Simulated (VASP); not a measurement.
Input of a VASP 6.6.1 run:

The input INCAR:

```
PREC = Accurate
ENCUT = 520
EDIFF = 1E-7
ISMEAR = 1
SIGMA = 0.1086
LREAL = F
LASPH = T
NELM = 150
ALGO = Normal
ISIF = 2
LWAVE = F
LCHARG = F
LMAXMIX = 4
LDAU = T
LDAUTYPE = 2
LDAUL = -1 -1 2 -1
LDAUU = 0 0 5 0
LDAUJ = 0 0 0 0
LDAUPRINT = 1
GGA = CA
NBANDS = 40
```

Contents of KPOINTS:

```
Automatic mesh
0
Gamma
  4 4 3
```

File POSCAR:

```
Na5FeSO2
1.0
    4.6250247100      0.0000000000      0.0000000000
    0.0000000000      4.6250247100      0.0000000000
    0.0000000000      0.0000000000      8.1033751300
Na S Fe O
5 1 1 2
Direct
    0.0000000000      0.0000000000      0.5000000000
    0.0000000000      0.5000000000      0.2558000000
    0.5000000000      0.0000000000      0.2558000000
    0.0000000000      0.5000000000      0.7442000000
    0.5000000000      0.0000000000      0.7442000000
    0.5000000000      0.5000000000      0.5000000000
    0.0000000000      0.0000000000      0.0000000000
    0.0000000000      0.0000000000      0.2187000000
    0.0000000000      0.0000000000      0.7813000000
```

Potentials or basis: VASP PAW LDA potentials, release 64 (Na_pv, S, Fe, O).

Run with:

```console
$ cat potpaw_LDA.64/Na_pv/POTCAR potpaw_LDA.64/S/POTCAR potpaw_LDA.64/Fe/POTCAR potpaw_LDA.64/O/POTCAR > POTCAR
$ mpirun -np 1 vasp_std > vasp.out
```

Question: Estimate the band gap on the k mesh.

Answer: None (metal or under the smearing width).

Question: Predict the pressure.

Answer: -4.4 GPa.

Question: Predict the largest force.

Answer: 1.199 eV/Å.

Eigenvalues of the final occupation matrices:
| site | spin | trace | eigenvalues |
| --- | --- | --- | --- |
| site 7 d | 1 | 3.25 | 0.34 0.34 0.75 0.91 0.91 |
| site 7 d | 2 | 3.25 | 0.34 0.34 0.75 0.91 0.91 |

Caveat: an odd number of electrons without spin polarisation forces a metal; a magnetic or distorted state may lie lower; the run has no spin polarisation, though such a crystal can be magnetic; U without spin polarisation on a metal has little footing. Spin polarisation is off, so any magnetic state and its effect on volume and gap are missing.
